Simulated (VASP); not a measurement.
# GaAs: single point with PBE

**Experimental background.**

“Evidence of valence band perturbations in GaAsN/GaAs(001): A combined variable-angle spectroscopic ellipsometry and modulated photoreflectance investigation”, 2008, arxiv:0805.2212 reports, for a bulk crystal of GaAs at 300 K: band gap 1.412 ± 0.01 eV (direct).

GaAs:

```xyz
2
Lattice="0.0000 2.8268 2.8268 2.8268 0.0000 2.8268 2.8268 2.8268 0.0000" Properties=species:S:1:pos:R:3 pbc="T T T"
Ga    0.0000    0.0000    0.0000
As    1.4134    1.4134    1.4134
```

| Quantity | Value |
| --- | --- |
| Program | VASP 6.6.1 |
| Task | single point |
| Functional | PBE |
| Potentials or basis | VASP PAW PBE potentials, release 64 (Ga_d, As) |
| Cutoff | 520 eV |
| k mesh | 8 × 8 × 8 |
| Occupations | gaussian, width 0.02 eV |
| Spin | no spin polarisation |
| Further INCAR settings | ALGO = Normal; EDIFF = 1e-07; NBANDS = 16 |

```yaml
Pressure: 3.5 GPa
Band_gap_on_the_k_mesh: 0.52 eV, direct
```

Levels at points of the mesh, in eV from the valence-band top:
```tsv
k point	band 5	band 6	band 7	band 8	band 9	band 10	band 11	band 12	band 13	band 14
(0.00, 0.00, 0.00)	-14.73	-12.73	0.00	0.00	0.00	0.52	3.73	3.73	3.73	7.59
(0.50, 0.00, 0.00)	-14.73	-10.96	-6.64	-1.14	-1.14	1.00	4.63	4.63	7.75	10.40
(0.50, 0.50, 0.00)	-14.72	-10.22	-6.82	-2.68	-2.68	1.46	1.65	10.17	10.17	10.98
```

Run time: 21 s on 1 thread of Intel(R) Xeon(R) Platinum 8259CL CPU @ 2.50GHz (Skylake/Cascade Lake) (shared host), peak memory 0.17 GiB.

A measured gap of GaAs is 1.412 eV (direct; 300 K; “Evidence of valence band perturbations in GaAsN/GaAs(001): A combined variable-angle spectroscopic ellipsometry and modulated photoreflectance investigation”, 2008, arxiv:0805.2212); the calculated 0.52 eV misses it by -0.89 eV. 3 values of this kind are on record (1.412 to 1.51 eV); this one was drawn at random among those near their median, those with a stated uncertainty first. Spin-orbit coupling on As, Ga is left out. The value is that of PBE on a finite k mesh, which can miss the band edges, without temperature or zero-point motion. Semilocal functionals fall short of measured gaps as a rule.
